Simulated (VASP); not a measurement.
Given:

```
CELL_PARAMETERS angstrom
      1.39305    -2.41283     0.00000
      1.39305     2.41283     0.00000
      0.00000     0.00000     4.46338
ATOMIC_POSITIONS crystal
  Tc 0.33333 0.66667 0.25000
  Tc 0.66667 0.33333 0.75000
```

All values below come from PBE GGA, VASP's PBE PAW potentials (set 64) (plane waves; VASP). Settings: 480 eV cut-off, 14×14×8 Γ-centred mesh, first-order Methfessel-Paxton smearing of 0.10 eV, potentials Tc_pv.

**Question.** Give the stress tensor in GPa (positive for a compressed cell).

**Answer.** 
```
-11.44    0.00    0.00
  0.00  -11.44    0.00
  0.00    0.00  -11.62
```
The pressure is its mean diagonal, -11.50 GPa.

The compound is Tc in the hcp structure. This cell was strained or had an atom moved on purpose.
